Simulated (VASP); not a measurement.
# CoAsPtS2 (Cc) in VASP: notebook

The runs below take CoAsPtS2 through single point, with r2SCAN.

Everything below comes from runs of VASP 6.6.1. Logs are shortened: lines on timing, memory, paths and dates and some standing lists are left out, and cuts for length are marked.

## 1. Starting point

The structure is monoclinic, space group Cc (No. 9). The conventional cell has a = 3.782 Å, b = 15.984 Å, c = 5.892 Å, α = 90.00°, β = 90.00°, γ = 90.00°. Pt (site symmetry 1) has 3 As at 2.39 to 2.48 Å and 3 S at 2.50 to 2.57 Å as nearest neighbours. Co (site symmetry 1) has 4 S at 2.16 to 2.44 Å as nearest neighbours. As (site symmetry 1) has 1 S at 2.23 Å and 3 Pt at 2.39 to 2.48 Å as nearest neighbours. Around S (site symmetry 1) lie 2 Co at 2.16 to 2.44 Å. Around S (site symmetry 1) lie 1 As at 2.23 Å and 2 Co at 2.27 to 2.28 Å.

The cell was built by a generator and needn't be a form met in nature.

## 2. Single point, r2SCAN

File POSCAR:

```
CoAsPtS2
1.0
    3.7815366600      0.0000000000      0.0000000000
    1.8907678200     -7.9919692700      0.0000000000
    0.0000000000      0.0000000000     -5.8917872100
Pt Co As S
2 2 2 4
Direct
    0.2330000000      0.6400000000      0.7500000000
    0.8730000000      0.3600000000      0.2500000000
    0.5060000000      0.0920000000      0.7510000000
    0.5980000000      0.9080000000      0.2510000000
    0.2820000000      0.5400000000      0.1330000000
    0.8220000000      0.4600000000      0.6330000000
    0.4660000000      0.1680000000      0.3500000000
    0.6340000000      0.8320000000      0.8500000000
    0.1660000000      0.7680000000      0.3500000000
    0.9340000000      0.2320000000      0.8500000000
```

File INCAR.step1:

```
ALGO     = Normal         # electronic algorithm
EDIFF    = 1E-4           # SCF threshold, eV
ENCUT    = 520            # plane-wave cutoff, eV
GGA      = PE             # functional
ISMEAR   = -1             # smearing method
LASPH    = T              # aspherical terms in the spheres
LCHARG   = F              # write CHGCAR
LREAL    = F              # projectors in reciprocal space
LWAVE    = T              # write WAVECAR
NBANDS   = 47             # bands
NELM     = 60             # most SCF steps
PREC     = Accurate       # precision mode
SIGMA    = 0.1            # smearing width, eV
```

File INCAR.step2:

```
ALGO     = Normal         # electronic algorithm
EDIFF    = 1E-6           # SCF threshold, eV
ENCUT    = 520            # plane-wave cutoff, eV
ISIF     = 2              # what is computed and relaxed
ISMEAR   = -1             # smearing method
ISTART   = 1            
LASPH    = T              # aspherical terms in the spheres
LCHARG   = T              # write CHGCAR
LELF     = T              # ELF
LMIXTAU  = T            
LREAL    = F              # projectors in reciprocal space
LVHAR    = T            
LWAVE    = F              # write WAVECAR
METAGGA  = R2SCAN         # meta-GGA
NBANDS   = 47             # bands
NELM     = 60             # most SCF steps
PREC     = Accurate       # precision mode
SIGMA    = 0.1            # smearing width, eV
```

File KPOINTS:

```
k-points
0
Gamma
  5 5 3
```

Potentials or basis: VASP PAW PBE potentials, release 64 (Pt, Co, As, S).

Command:

```sh
> cat potpaw_PBE.64/Pt/POTCAR potpaw_PBE.64/Co/POTCAR potpaw_PBE.64/As/POTCAR potpaw_PBE.64/S/POTCAR > POTCAR
> cp INCAR.step1 INCAR
> mpirun -np 1 vasp_std > vasp.out
> cp INCAR.step2 INCAR
> mpirun -np 1 vasp_std > vasp.out
```

OUTCAR:

```text
EDIFF = 1E-6
   ENCUT = 520
   ISIF = 2
   ISMEAR = -1
   ISTART = 1
   LASPH = T
   LREAL = F
   METAGGA = R2SCAN
   NELM = 60
   PREC = Accurate

 ion  position               nearest neighbor table
   1  0.233  0.640  0.750-   5 2.39   6 2.47   6 2.48   8 2.50   8 2.51   9 2.57
   2  0.873  0.360  0.250-   6 2.39   5 2.47   5 2.48   7 2.50   7 2.51  10 2.57
   3  0.506  0.092  0.751-   8 2.16  10 2.27  10 2.28   7 2.44
   4  0.598  0.908  0.251-   7 2.16   9 2.27   9 2.28   8 2.44
   5  0.282  0.540  0.133-   9 2.23   1 2.39   2 2.47   2 2.48
   6  0.822  0.460  0.633-  10 2.23   2 2.39   1 2.47   1 2.48
   7  0.466  0.168  0.350-   4 2.16   3 2.44   2 2.50   2 2.51
   8  0.634  0.832  0.850-   3 2.16   4 2.44   1 2.50   1 2.51
   9  0.166  0.768  0.350-   5 2.23   4 2.27   4 2.28   1 2.57
  10  0.934  0.232  0.850-   6 2.23   3 2.27   3 2.28   2 2.57

  LATTYP: Found a base centered orthorhombic cell.
 ALAT       =     3.7815366600
 B/A-ratio  =     4.2268368595
 C/A-ratio  =     1.5580404845

  Lattice vectors:

 A1 = (   1.8907688400,   7.9919692700,   0.0000000000)
 A2 = (   1.8907678200,  -7.9919692700,   0.0000000000)
 A3 = (   0.0000000000,   0.0000000000,  -5.8917872100)

Analysis of symmetry for initial positions (statically):
=====================================================================
 Subroutine PRICEL returns:
 Original cell was already a primitive cell.

 Routine SETGRP: Setting up the symmetry group for a
 base centered orthorhombic supercell.

 Subroutine GETGRP returns: Found  2 space group operations
 (whereof  1 operations were pure point group operations)
 out of a pool of  8 trial point group operations.

The static configuration has the point symmetry C_1 .
 The point group associated with its full space group is C_1h.

Analysis of symmetry for dynamics (positions and initial velocities):
=====================================================================
 Subroutine PRICEL returns:
 Original cell was already a primitive cell.

 Routine SETGRP: Setting up the symmetry group for a
 base centered orthorhombic supercell.

 Subroutine GETGRP returns: Found  2 space group operations
 (whereof  1 operations were pure point group operations)
 out of a pool of  8 trial point group operations.

The dynamic configuration has the point symmetry C_1 .
 The point group associated with its full space group is C_1h.

 Subroutine INISYM returns: Found  2 space group operations
 (whereof  1 operations are pure point group operations),
 and found     1 'primitive' translations

----------------------------------------------------------------------------------------

                                     Primitive cell

  volume of cell :     178.0611

  direct lattice vectors                    reciprocal lattice vectors
     3.781536660  0.000000000  0.000000000     0.264442762  0.062562786  0.000000000
     1.890767820 -7.991969270  0.000000000     0.000000000 -0.125125606  0.000000000
     0.000000000  0.000000000 -5.891787210     0.000000000  0.000000000 -0.169727786

  length of vectors
     3.781536660  8.212586423  5.891787210     0.271742666  0.125125606  0.169727786

  position of ions in fractional coordinates (direct lattice)
     0.233000000  0.640000000  0.750000000
     0.873000000  0.360000000  0.250000000
     0.506000000  0.092000000  0.751000000
     0.598000000  0.908000000  0.251000000
     0.282000000  0.540000000  0.133000000
     0.822000000  0.460000000  0.633000000
     0.466000000  0.168000000  0.350000000
     0.634000000  0.832000000  0.850000000
     0.166000000  0.768000000  0.350000000
     0.934000000  0.232000000  0.850000000

  ion indices of the primitive-cell ions
   primitive index   ion index
                 1           1
                 2           2
                 3           3
                 4           4
                 5           5
                 6           6
                 7           7
                 8           8
                 9           9
                10          10

----------------------------------------------------------------------------------------

 KPOINTS: k-points

Automatic generation of k-mesh.
 Grid dimensions read from file:
 generate k-points for:    5    5    3

 Generating k-lattice:

  Cartesian coordinates                     Fractional coordinates (reciprocal lattice)
     0.052888552  0.012512557  0.000000000     0.200000000 -0.000000000  0.000000000
     0.000000000 -0.025025121  0.000000000     0.000000000  0.200000000  0.000000000
     0.000000000  0.000000000 -0.056575929     0.000000000  0.000000000  0.333333333

  Length of vectors
     0.054348533  0.025025121  0.056575929

  Shift w.r.t. Gamma in fractional coordinates (k-lattice)
     0.000000000  0.000000000  0.000000000

 Subroutine IBZKPT returns following result:
 ===========================================

 Found     24 irreducible k-points:

 Following reciprocal coordinates:
            Coordinates               Weight
  0.000000  0.000000  0.000000      1.000000
  0.200000 -0.000000  0.000000      4.000000
  0.400000  0.000000  0.000000      4.000000
  0.000000  0.200000  0.000000      2.000000
  0.400000  0.200000  0.000000      2.000000
 -0.400000  0.200000  0.000000      4.000000
[... 16 lines left out ...]
 -0.200000  0.400000  0.333333      2.000000
  0.200000 -0.400000  0.333333      2.000000
   k-points           NKPTS =     24   k-points in BZ     NKDIM =     24   number of bands    NBANDS=     47
   number of dos      NEDOS =    301   number of ions     NIONS =     10
   total plane-waves  NPLWV =  86016
   dimension x,y,z NGX =    28 NGY =   64 NGZ =   48
   dimension x,y,z NGXF=    56 NGYF=  128 NGZF=   96
   ions per type =               2   2   2   4
   NGX,Y,Z   is equivalent  to a cutoff of  12.31, 12.96, 13.54 a.u.
   NGXF,Y,Z  is equivalent  to a cutoff of  24.62, 25.91, 27.09 a.u.
 SYSTEM =  unknown system
   PREC   = accura    normal or accurate (medium, high low for compatibility)
   ISTART =      1    job   : 0-new  1-cont  2-samecut
   ICHARG =      0    charge: 1-file 2-atom 10-const
   ISPIN  =      1    spin polarized calculation?
   LNONCOLLINEAR =      F non collinear calculations
   LSORBIT =      F    spin-orbit coupling
   LASPH  =      T    aspherical Exc in radial PAW
   ENCUT  =  520.0 eV  38.22 Ry    6.18 a.u.   7.03 15.27 10.95*2*pi/ulx,y,z
   NELM   =     60;   NELMIN=  2; NELMDL=  0     # of ELM steps
   EDIFF  = 0.1E-05   stopping-criterion for ELM
   LREAL  =      F    real-space projection
   EDIFFG = 0.1E-04   stopping-criterion for IOM
   NSW    =      0    number of steps for IOM
   IBRION =     -1    ionic relax: 0-MD 1-quasi-New 2-CG
   NFREE  =      0    steps in history (QN), initial steepest desc. (CG)
   ISIF   =      2    stress and relaxation
   ISYM   =      2    0-nonsym 1-usesym 2-fastsym
   POTIM  = 0.5000    time-step for ionic-motion
   TEBEG  =    0.0;   TEEND  =   0.0 temperature during run
   PSTRESS=    0.0 pullay stress
   NELECT =      72.0000    total number of electrons
   NUPDOWN=      -1.0000    fix difference up-down
   EMIN   =  10.00;   EMAX   =-10.00  energy-range for DOS
   EFERMI =   0.00;   METHOD = LEGACY
   ISMEAR =    -1;   SIGMA  =   0.10  broadening in eV -4-tet -1-fermi 0-gaus
   EFERMI_NEDOS =   21; number of points for ismear=-14 and -15
   IALGO  =     38    algorithm
   IMIX   =      4    mixing-type and parameters
     AMIX     =   0.40;   BMIX     =  1.00
     AMIX_MAG =   1.60;   BMIX_MAG =  1.00
  volume/ion in A,a.u.               =      17.81       120.16
  Fermi-wavevector in a.u.,A,eV,Ry     =   1.210587  2.287677 19.939616  1.465520
  Thomas-Fermi vector in A             =   2.346129
   LORBIT       =      0    0 simple, 1 ext, 2 COOP (PROOUT), +10 PAW based schemes
   METAGGA = R2SCAN    functional components
   LHFCALC =     F    Hartree Fock is set to
   AEXX    =    0.0000 exact exchange contribution
   IVDW    =     0    specifies the selected vdW correction
   LEPSILON=     F    determine dielectric tensor
   LRPA    =     F    only Hartree local field effects (RPA)
 non-spin polarized calculation
  energy-cutoff  :      520.00
  volume of cell :      178.06
 maximum number of plane-waves:      4811
   NGX = 15   NGY = 31   NGZ = 21

 number of electron      72.0000001 magnetization

 Free energy of the ion-electron system (eV)
  ---------------------------------------------------
  ext. energy  EPLUGINS =         0.00000000
  ---------------------------------------------------
  free energy    TOTEN  =      -193.83730320 eV

  energy without entropy =     -193.58954548  energy(sigma->0) =     -193.71342434

 E-fermi :   6.8365     XC(G=0): -11.3860

 val. band max:        6.8332337862   @ k =  -0.4000  -0.2000   0.3333
 cond. band min:       6.8371097065   @ k =   0.0000   0.0000   0.0000
 fundamental gap:      0.0038759203
 Fermi energy:         6.8365356010

 k-point     1 :       0.0000    0.0000    0.0000
  band No.  band energies     occupation
      1      -9.4771      2.00000
      2      -8.7586      2.00000
      3      -7.4554      2.00000
      4      -7.3030      2.00000
      5      -5.5075      2.00000
      6      -4.8909      2.00000
[... 39 lines left out ...]
     46      11.0094      0.00000
     47      11.5378      0.00000

 k-point     2 :       0.2000   -0.0000    0.0000
  band No.  band energies     occupation
      1      -9.2518      2.00000
      2      -8.6919      2.00000
      3      -7.3651      2.00000
      4      -7.2898      2.00000
      5      -5.3110      2.00000
      6      -4.8164      2.00000
[... 1092 lines left out ...]
 k-point    24 :       0.2000   -0.4000    0.3333
  band No.  band energies     occupation
      1      -8.9239      2.00000
      2      -8.7117      2.00000
      3      -7.5572      2.00000
      4      -7.4360      2.00000
      5      -5.2503      2.00000
      6      -5.1068      2.00000
[... 39 lines left out ...]
     46      12.3517      0.00000
     47      12.6710      0.00000

------------------------ aborting loop because EDIFF is reached ----------------------------------------

  FORCE on cell =-STRESS in cart. coord.  units (eV):
  Direction    XX          YY          ZZ          XY          YZ          ZX
  --------------------------------------------------------------------------------------
  -------------------------------------------------------------------------------------
  Total       -7.7673146     -2.6394067     -6.4507302     -0.0000002      0.0000000      0.0148329
  in kB      -69.8895598    -23.7491311    -58.0430580     -0.0000015      0.0000000      0.1334653
  external PRESSURE =     -50.5605830 kB  Pullay stress =       0.0000000 kB

 VOLUME and BASIS-vectors are now :
 -----------------------------------------------------------------------------
  energy-cutoff  :      520.00
  volume of cell :      178.06
      direct lattice vectors                 reciprocal lattice vectors
     3.781536660  0.000000000  0.000000000     0.264442762  0.062562786  0.000000000
     1.890767820 -7.991969270  0.000000000     0.000000000 -0.125125606  0.000000000
     0.000000000  0.000000000 -5.891787210     0.000000000  0.000000000 -0.169727786

 POSITION                                       TOTAL-FORCE (eV/Angst)
 -----------------------------------------------------------------------------------
      2.09119     -5.11486     -4.41884        -0.088913     -0.400204      0.796968
      3.98196     -2.87711     -1.47295        -0.088913      0.400204      0.796968
      2.08741     -0.73526     -4.42473        -0.042328     -0.663489      0.772328
      3.97818     -7.25671     -1.47884        -0.042328      0.663489      0.772328
      2.08741     -4.31566     -0.78361         0.036649      0.862784     -0.120621
      3.97818     -3.67631     -3.72950         0.036648     -0.862784     -0.120621
      2.07985     -1.34265     -2.06213         0.058811      0.751697     -1.172778
      3.97061     -6.64932     -5.00802         0.058811     -0.751697     -1.172778
      2.07984     -6.13783     -2.06213         0.035782     -1.475338     -0.275896
      3.97061     -1.85414     -5.00802         0.035782      1.475338     -0.275896
 -----------------------------------------------------------------------------------
    total drift:                                0.000202      0.000033      0.000121

  FREE ENERGIE OF THE ION-ELECTRON SYSTEM (eV)
  ---------------------------------------------------
  free  energy   TOTEN  =      -193.8373031984 eV

  energy  without entropy=     -193.5895454818  energy(sigma->0) =     -193.71342434
```

Run time: 6.6 min. Hardware: 1 thread of Intel Xeon 6975P-C (Granite Rapids), shared host; peak memory 0.43 GiB.

What came out:

```yaml
Free_energy: -193.8373 eV
Pressure: -5.1 GPa
Largest_force: 1.501 eV/Å
Band_gap_on_the_k_mesh: none (metal or under the smearing width)
```

Forces on the atoms (eV/Å):
```
Pt  -0.089 -0.400  0.797
Pt  -0.089  0.400  0.797
Co  -0.042 -0.663  0.772
Co  -0.042  0.663  0.772
As   0.037  0.863 -0.121
As   0.037 -0.863 -0.121
S    0.059  0.752 -1.173
S    0.059 -0.752 -1.173
S    0.036 -1.475 -0.276
S    0.036  1.475 -0.276
```

Caveat: the PAW data sets were made with another functional, which shifts forces and pressure a little; the run has no spin polarisation, though such a crystal can be magnetic. With open d or f shells a metallic result of r2SCAN can be an artefact of self-interaction; +U or a hybrid may open a gap.

[end of part 1 of 2]
